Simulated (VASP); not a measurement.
These are r2SCAN meta-GGA, VASP's PBE PAW potentials (set 64) (plane waves; VASP) values and carry that method's errors.

VASP input:

### KPOINTS
```
Regular mesh
0
gamma
7 7 4
```

### POSCAR
```
SiGe
1
    3.9031309617    -0.0000000000     0.0000000000
   -1.9515654809     3.3802106792     0.0000000000
    0.0000000000     0.0000000000     6.4443720760
Si Ge
2 2
Direct
  0.6666670000   0.3333330000   0.8746049033
  0.3333330000   0.6666670000   0.3746049033
  0.6666670000   0.3333330000   0.5003950967
  0.3333330000   0.6666670000   0.0003950967
```

File KPOINTS_OPT:
```
k-points along high-symmetry lines
6
Line-mode
Reciprocal
  0.000000   0.000000   0.000000 ! GAMMA
  0.500000   0.000000   0.000000 ! M

  0.500000   0.000000   0.000000 ! M
  0.333333   0.333333   0.000000 ! K

  0.333333   0.333333   0.000000 ! K
  0.000000   0.000000   0.000000 ! GAMMA

  0.000000   0.000000   0.000000 ! GAMMA
  0.000000   0.000000   0.500000 ! A

  0.000000   0.000000   0.500000 ! A
  0.500000   0.000000   0.500000 ! L

  0.500000   0.000000   0.500000 ! L
  0.333333   0.333333   0.500000 ! H

  0.333333   0.333333   0.500000 ! H
  0.000000   0.000000   0.500000 ! A

  0.500000   0.000000   0.500000 ! L
  0.500000   0.000000   0.000000 ! M

  0.333333   0.333333   0.500000 ! H
  0.333333   0.333333   0.000000 ! K
```

INCAR:
```
# general
SYSTEM  = SiGe
PREC    = Accurate
ENCUT   = 400   # plane-wave cut-off (eV)
LREAL   = .False.   # projection in real space or not
LASPH   = .True.

# electronic loop
EDIFF   = 1E-7   # SCF stop (eV)
NELM    = 100   # most electronic steps
ALGO    = Normal   # blocked Davidson
LMAXMIX = 4   # l cut-off of mixed one-centre charges
LMIXTAU = .True.

# smearing
ISMEAR  = -5

# functional
METAGGA = R2SCAN

# ions
ISIF    = 2

# output
LWAVE   = .False.
LCHARG  = .False.
LORBIT  = 11   # lm-projected
NEDOS   = 601   # DOS grid

# other
LEFG    = .True.
```

POTCAR, in this order: Si Ge_d (PBE.64 set). Program: vasp_std.

Output of the run:

### OSZICAR
```
       N       E                     dE             d eps       ncg     rms          rms(c)
DAV:   1     0.224480820171E+03    0.22448E+03   -0.16424E+04  1164   0.317E+03
DAV:   2    -0.114232438373E+02   -0.23590E+03   -0.23185E+03  1074   0.646E+02
DAV:   3    -0.477257640264E+02   -0.36303E+02   -0.36156E+02  1284   0.164E+02
DAV:   4    -0.489879746069E+02   -0.12622E+01   -0.12613E+01  1230   0.354E+01
DAV:   5    -0.490178228078E+02   -0.29848E-01   -0.29845E-01  1316   0.577E+00    0.669E+00
DAV:   6    -0.468055069431E+02    0.22123E+01   -0.41123E-01  1170   0.940E+00    0.422E+00
DAV:   7    -0.434252621858E+02    0.33802E+01   -0.71579E-01  1152   0.770E+00    0.820E-01
DAV:   8    -0.448117671117E+02   -0.13865E+01   -0.59934E-01  1092   0.582E+00    0.245E-01
DAV:   9    -0.451023275931E+02   -0.29056E+00   -0.94212E-02  1236   0.204E+00    0.284E-01
DAV:  10    -0.451458509404E+02   -0.43523E-01   -0.70350E-02  1080   0.203E+00    0.259E-01
DAV:  11    -0.451392273631E+02    0.66236E-02   -0.11994E-02  1122   0.852E-01    0.169E-01
DAV:  12    -0.451562680134E+02   -0.17041E-01   -0.99355E-03  1104   0.787E-01    0.552E-02
DAV:  13    -0.451567610547E+02   -0.49304E-03   -0.47052E-04  1260   0.187E-01    0.455E-02
DAV:  14    -0.451568588105E+02   -0.97756E-04   -0.10559E-05  1304   0.277E-02    0.440E-02
DAV:  15    -0.451564278864E+02    0.43092E-03   -0.39214E-05  1152   0.449E-02    0.486E-02
DAV:  16    -0.451588494189E+02   -0.24215E-02   -0.16102E-03  1080   0.291E-01    0.305E-02
DAV:  17    -0.451588930924E+02   -0.43673E-04   -0.56371E-05  1370   0.569E-02    0.151E-02
DAV:  18    -0.451588895202E+02    0.35722E-05   -0.13478E-06   950   0.961E-03    0.134E-02
DAV:  19    -0.451588941420E+02   -0.46218E-05   -0.72696E-07  1016   0.834E-03    0.125E-02
DAV:  20    -0.451588831338E+02    0.11008E-04   -0.47951E-06  1086   0.185E-02    0.553E-03
DAV:  21    -0.451588942925E+02   -0.11159E-04   -0.19768E-06   912   0.115E-02    0.365E-03
DAV:  22    -0.451588927101E+02    0.15823E-05   -0.11050E-07   714   0.434E-03    0.205E-03
DAV:  23    -0.451588937350E+02   -0.10249E-05   -0.24174E-07   912   0.401E-03    0.662E-04
DAV:  24    -0.451588930343E+02    0.70077E-06   -0.71985E-08   660   0.222E-03    0.596E-04
DAV:  25    -0.451588931884E+02   -0.15411E-06   -0.37222E-08   582   0.140E-03    0.428E-04
DAV:  26    -0.451588933385E+02   -0.15015E-06   -0.18419E-08   564   0.109E-03    0.570E-05
DAV:  27    -0.451588935238E+02   -0.18526E-06   -0.15988E-09   582   0.391E-04    0.858E-05
DAV:  28    -0.451588934968E+02    0.26997E-07   -0.30249E-10   570   0.170E-04
   1 F= -.45158893E+02 E0= -.45158893E+02  d E =0.000000E+00
       N       E                     dE             ncg
       N       E                     dE             ncg
       N       E                     dE             ncg
```

**OUTCAR**
```
------------------------ aborting loop because EDIFF is reached ----------------------------------------
  FORCE on cell =-STRESS in cart. coord.  units (eV):
  Direction    XX          YY          ZZ          XY          YZ          ZX
  --------------------------------------------------------------------------------------
  Total       -0.0277909     -0.0277909      0.0069867      0.0000000      0.0000000      0.0000000
  in kB       -0.5236918     -0.5236918      0.1316574      0.0000000      0.0000000      0.0000000
  external PRESSURE =      -0.3052420 kB  Pullay stress =       0.0000000 kB
  volume of cell :       85.02
      direct lattice vectors                 reciprocal lattice vectors
     3.903130962  0.000000000  0.000000000     0.256204573  0.147919774  0.000000000
    -1.951565481  3.380210679  0.000000000     0.000000000  0.295839548  0.000000000
     0.000000000  0.000000000  6.444372076     0.000000000  0.000000000  0.155174156
 POSITION                                       TOTAL-FORCE (eV/Angst)
 -----------------------------------------------------------------------------------
      1.95157      1.12674      5.63628         0.000000      0.000000     -0.010402
     -0.00000      2.25347      2.41409        -0.000000     -0.000000     -0.010402
      1.95157      1.12674      3.22473        -0.000000     -0.000000      0.010402
     -0.00000      2.25347      0.00255         0.000000      0.000000      0.010402
 -----------------------------------------------------------------------------------
    total drift:                                0.000094     -0.000056      0.009815
  FREE ENERGIE OF THE ION-ELECTRON SYSTEM (eV)
  ---------------------------------------------------
  free  energy   TOTEN  =       -45.1588934968 eV

  energy  without entropy=      -45.1588934968  energy(sigma->0) =      -45.15889350

 total charge

# of ion       s       p       d       tot
------------------------------------------
    1        0.752   0.913   0.000   1.665
    2        0.752   0.913   0.000   1.665
    3        1.086   1.385  10.027  12.498
    4        1.086   1.385  10.027  12.498
--------------------------------------------------
tot          3.676   4.595  20.054  28.326
```
(Selected blocks of OUTCAR.)

The structure comes from a computed database's SiGe entry (P6_3mc); how it stands against other phases isn't given here. It was relaxed first.
